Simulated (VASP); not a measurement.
Method: SCAN meta-GGA, VASP's PBE PAW potentials (set 64) (plane waves; VASP 6.6.1).

VASP ran on this input.

### INCAR
```
! general
SYSTEM   =  WC
PREC     =  Accurate
ENCUT    =  520   ! plane-wave cut-off (eV)
LREAL    =  .FALSE.   ! projection in real space or not
LASPH    =  .TRUE.   ! aspherical one-centre terms

! electronic loop
EDIFF    =  1E-6   ! SCF stop (eV)
NELM     =  100   ! most electronic steps
ALGO     =  Normal   ! blocked Davidson
LMAXMIX  =  6   ! l cut-off of mixed one-centre charges
LMIXTAU  =  .TRUE.

! smearing
ISMEAR   =  1   ! Methfessel-Paxton
SIGMA    =  0.1   ! width (eV)

! functional
METAGGA  =  SCAN

! ions
IBRION   =  2
NSW      =  60   ! most ionic steps
ISIF     =  3
EDIFFG   =  -0.01   ! ionic stop

! output
LWAVE    =  .FALSE.
LCHARG   =  .FALSE.
```

### KPOINTS
```
Automatic mesh
0
Gamma
13 13 12
0 0 0
```

File POSCAR:
```
WC
1.0
  1.4550000000  -2.5201340000   0.0000000000
  1.4550000000   2.5201340000   0.0000000000
  0.0000000000   0.0000000000   2.8400000000
W C
1 1
Cart
  0.0000000000   0.0000000000   0.0000000000
  1.4550000000   0.8400463468   1.4200000000
```

POTCAR, in this order: W_sv C (PBE.64 set). Program: vasp_std.

Output

File OSZICAR:
```
       N       E                     dE             d eps       ncg     rms          rms(c)
DAV:   1     0.501035018103E+02    0.50104E+02   -0.10030E+04  3822   0.157E+03
DAV:   2    -0.833458658303E+02   -0.13345E+03   -0.13001E+03  4397   0.387E+02
DAV:   3    -0.871818952283E+02   -0.38360E+01   -0.38045E+01  4552   0.615E+01
DAV:   4    -0.872165071929E+02   -0.34612E-01   -0.34583E-01  4262   0.616E+00
DAV:   5    -0.872168080351E+02   -0.30084E-03   -0.30078E-03  4557   0.583E-01    0.351E+01
DAV:   6    -0.797997922758E+02    0.74170E+01   -0.97473E+00  4362   0.388E+01    0.658E+00
DAV:   7    -0.799536528096E+02   -0.15386E+00   -0.61684E-01  3902   0.959E+00    0.538E+00
DAV:   8    -0.795984091476E+02    0.35524E+00   -0.37022E-01  3882   0.778E+00    0.145E+00
DAV:   9    -0.799047063909E+02   -0.30630E+00   -0.37212E-01  3847   0.752E+00    0.629E-01
DAV:  10    -0.799153077244E+02   -0.10601E-01   -0.14807E-02  4087   0.141E+00    0.389E-01
DAV:  11    -0.799169562408E+02   -0.16485E-02   -0.24593E-02  3887   0.187E+00    0.351E-01
DAV:  12    -0.799181861486E+02   -0.12299E-02   -0.39139E-03  3932   0.765E-01    0.379E-01
DAV:  13    -0.799199898974E+02   -0.18037E-02   -0.26094E-03  3822   0.717E-01    0.183E-01
DAV:  14    -0.799201536919E+02   -0.16379E-03   -0.19105E-03  3847   0.553E-01    0.830E-02
DAV:  15    -0.799201999554E+02   -0.46263E-04   -0.12485E-04  4017   0.140E-01    0.470E-02
DAV:  16    -0.799202560263E+02   -0.56071E-04   -0.20614E-05  3842   0.697E-02    0.914E-03
DAV:  17    -0.799202188487E+02    0.37178E-04   -0.11093E-05  3917   0.425E-02    0.117E-02
DAV:  18    -0.799202286213E+02   -0.97727E-05   -0.64626E-06  3842   0.372E-02    0.629E-03
DAV:  19    -0.799202306580E+02   -0.20367E-05   -0.37717E-07  2006   0.846E-03    0.395E-04
DAV:  20    -0.799202346054E+02   -0.39474E-05   -0.15753E-07  1956   0.528E-03    0.485E-04
DAV:  21    -0.799202332398E+02    0.13656E-05   -0.40146E-08  1931   0.262E-03    0.126E-04
DAV:  22    -0.799202330393E+02    0.20048E-06   -0.12024E-08  1926   0.159E-03
   1 F= -.79920233E+02 E0= -.79920067E+02  d E =-.799202E+02
       N       E                     dE             d eps       ncg     rms          rms(c)
DAV:   1    -0.800392992400E+02   -0.11907E+00   -0.33433E+00  3892   0.275E+01    0.554E+00
DAV:   2    -0.799223895014E+02    0.11691E+00   -0.28480E-01  3907   0.742E+00    0.114E+00
DAV:   3    -0.799075709136E+02    0.14819E-01   -0.41327E-02  3937   0.247E+00    0.409E-01
DAV:   4    -0.799054384003E+02    0.21325E-02   -0.10695E-02  3857   0.145E+00    0.334E-01
DAV:   5    -0.799087881496E+02   -0.33497E-02   -0.23543E-02  3822   0.193E+00    0.294E-01
DAV:   6    -0.799054598797E+02    0.33283E-02   -0.10335E-02  3822   0.128E+00    0.207E-02
DAV:   7    -0.799054657905E+02   -0.59107E-05   -0.37128E-04  3997   0.280E-01    0.722E-03
DAV:   8    -0.799055046388E+02   -0.38848E-04   -0.23342E-05  4047   0.657E-02    0.243E-03
DAV:   9    -0.799054925574E+02    0.12081E-04   -0.14780E-05  3882   0.548E-02    0.207E-03
DAV:  10    -0.799055079150E+02   -0.15358E-04   -0.10737E-05  3822   0.454E-02    0.663E-04
DAV:  11    -0.799055065744E+02    0.13406E-05   -0.15094E-06  3013   0.171E-02    0.344E-04
DAV:  12    -0.799055057004E+02    0.87402E-06   -0.22656E-07  1926   0.632E-03
   2 F= -.79905506E+02 E0= -.79905445E+02  d E =0.147273E-01
       N       E                     dE             d eps       ncg     rms          rms(c)
DAV:   1    -0.799983468060E+02   -0.92840E-01   -0.19838E+00  3902   0.216E+01    0.411E+00
DAV:   2    -0.799333618382E+02    0.64985E-01   -0.18668E-01  3907   0.572E+00    0.866E-01
DAV:   3    -0.799228010465E+02    0.10561E-01   -0.27413E-02  3917   0.193E+00    0.279E-01
DAV:   4    -0.799226237541E+02    0.17729E-03   -0.54338E-03  3862   0.104E+00    0.242E-01
DAV:   5    -0.799228031785E+02   -0.17942E-03   -0.12808E-02  3822   0.139E+00    0.206E-01
DAV:   6    -0.799217579855E+02    0.10452E-02   -0.45896E-03  3832   0.849E-01    0.461E-02
DAV:   7    -0.799218602084E+02   -0.10222E-03   -0.19314E-04  4187   0.188E-01    0.117E-02
DAV:   8    -0.799218301362E+02    0.30072E-04   -0.13436E-05  4007   0.514E-02    0.543E-03
DAV:   9    -0.799218525029E+02   -0.22367E-04   -0.11590E-05  3832   0.484E-02    0.157E-03
DAV:  10    -0.799218377349E+02    0.14768E-04   -0.39944E-06  3822   0.290E-02    0.414E-04
DAV:  11    -0.799218391861E+02   -0.14512E-05   -0.10956E-06  2436   0.146E-02    0.541E-04
DAV:  12    -0.799218404616E+02   -0.12754E-05   -0.91751E-08  1911   0.380E-03    0.440E-04
DAV:  13    -0.799218385584E+02    0.19032E-05   -0.36811E-08  1911   0.271E-03    0.937E-05
DAV:  14    -0.799218392444E+02   -0.68600E-06   -0.72530E-09  1911   0.132E-03
   3 F= -.79921839E+02 E0= -.79921688E+02  d E =-.160621E-02
       N       E                     dE             d eps       ncg     rms          rms(c)
DAV:   1    -0.799218876536E+02   -0.49095E-04   -0.10234E-03  3897   0.485E-01    0.938E-02
DAV:   2    -0.799218291199E+02    0.58534E-04   -0.92774E-05  3907   0.130E-01    0.193E-02
DAV:   3    -0.799218316571E+02   -0.25371E-05   -0.13246E-05  3917   0.430E-02    0.668E-03
DAV:   4    -0.799218229786E+02    0.86784E-05   -0.29686E-06  3847   0.242E-02    0.565E-03
DAV:   5    -0.799218381349E+02   -0.15156E-04   -0.72474E-06  3822   0.335E-02    0.487E-03
DAV:   6    -0.799218348145E+02    0.33203E-05   -0.28091E-06  3702   0.210E-02    0.858E-04
DAV:   7    -0.799218330676E+02    0.17469E-05   -0.94533E-08  1911   0.437E-03    0.243E-04
DAV:   8    -0.799218336324E+02   -0.56477E-06   -0.13175E-08  1911   0.174E-03
   4 F= -.79921834E+02 E0= -.79921684E+02  d E =-.160059E-02
```

**OUTCAR**
```
------------------------ aborting loop because EDIFF is reached ----------------------------------------
  FORCE on cell =-STRESS in cart. coord.  units (eV):
  Direction    XX          YY          ZZ          XY          YZ          ZX
  --------------------------------------------------------------------------------------
  Total        0.0098452      0.0098452     -0.0145054      0.0000000      0.0000000     -0.0000000
  in kB        0.7634365      0.7634365     -1.1248084      0.0000000      0.0000000     -0.0000000
  external PRESSURE =       0.1340215 kB  Pullay stress =       0.0000000 kB
  volume of cell :       20.66
      direct lattice vectors                 reciprocal lattice vectors
     1.451758821 -2.514520113  0.000000000     0.344409824 -0.198845099 -0.000000000
     1.451758821  2.514520113 -0.000000000     0.344409824  0.198845099 -0.000000000
     0.000000000  0.000000000  2.829978646     0.000000000  0.000000000  0.353359557
 POSITION                                       TOTAL-FORCE (eV/Angst)
 -----------------------------------------------------------------------------------
      1.45176     -2.51452      0.00000         0.000000      0.000000      0.000000
      1.45176      0.83818      1.41499        -0.000000     -0.000000     -0.000000
 -----------------------------------------------------------------------------------
    total drift:                                0.000000     -0.000376     -0.000000
  FREE ENERGIE OF THE ION-ELECTRON SYSTEM (eV)
  ---------------------------------------------------
  free  energy   TOTEN  =       -79.9218336324 eV

  energy  without entropy=      -79.9213847801  energy(sigma->0) =      -79.92168401

 reached required accuracy - stopping structural energy minimisation
```
(Selected blocks of OUTCAR.)

CONTCAR:
```
WC
   1.00000000000000
     1.4517588211124686   -2.5145201129892474    0.0000000000000000
     1.4517588211124686    2.5145201129892474   -0.0000000000000000
     0.0000000000000000    0.0000000000000000    2.8299786458942360
  W               C
     1     1
Direct
     1.0000000000000000    0.0000000000000000    0.0000000000000000
     0.3333330000000032    0.6666669999999968    0.5000000000000000
```

OUTCAR:
```
 val. band max:       10.9188188509   @ k =   0.0769   0.0769   0.5000

 cond. band min:      10.9281532888   @ k =   0.0769   0.0769   0.4167


 Fermi energy:        10.9226401116

 k-point     1 :       0.0000    0.0000    0.0000
  band No.  band energies     occupation
      1     -64.1008      2.00000
      2     -27.5504      2.00000
      3     -27.4347      2.00000
      4     -27.4347      2.00000
      5      -4.4281      2.00000
      6       6.3492      2.00000
      7       7.3967      2.00000
      8       7.3967      2.00000
      9      11.0846     -0.04429
     10      14.3979      0.00000
     11      14.3980      0.00000
     12      16.9121      0.00000
     13      16.9121      0.00000

 k-point     2 :       0.0769    0.0000    0.0000
  band No.  band energies     occupation
      1     -64.0970      2.00000
      2     -27.5432      2.00000
      3     -27.4907      2.00000
      4     -27.4473      2.00000
      5      -4.2634      2.00000
      6       6.4059      2.00000
      7       7.1682      2.00000
      8       7.5510      2.00000
      9      10.6042      2.00006
     10      14.3392      0.00000
     11      14.9334      0.00000
     12      16.5571      0.00000
     13      16.7946      0.00000

 k-point     3 :       0.1538    0.0000    0.0000
  band No.  band energies     occupation
      1     -64.0862      2.00000
      2     -27.6437      2.00000
      3     -27.5233      2.00000
      4     -27.4819      2.00000
      5      -3.7948      2.00000
      6       6.1137      2.00000
      7       7.0735      2.00000
      8       7.9912      2.00000
      9       9.6770      2.00000
     10      14.1803      0.00000
     11      15.7540      0.00000
     12      15.9863      0.00000
     13      16.5001      0.00000

 k-point     4 :       0.2308   -0.0000    0.0000
  band No.  band energies     occupation
      1     -64.0711      2.00000
      2     -27.8537      2.00000
      3     -27.5304      2.00000
...
```

Unless said otherwise, spin-orbit coupling is left out, though it shifts the bands of the heavy elements here.

The compound is WC in the wc structure. This run relaxes it. Symmetry was kept, so distortions that lower it aren't found.
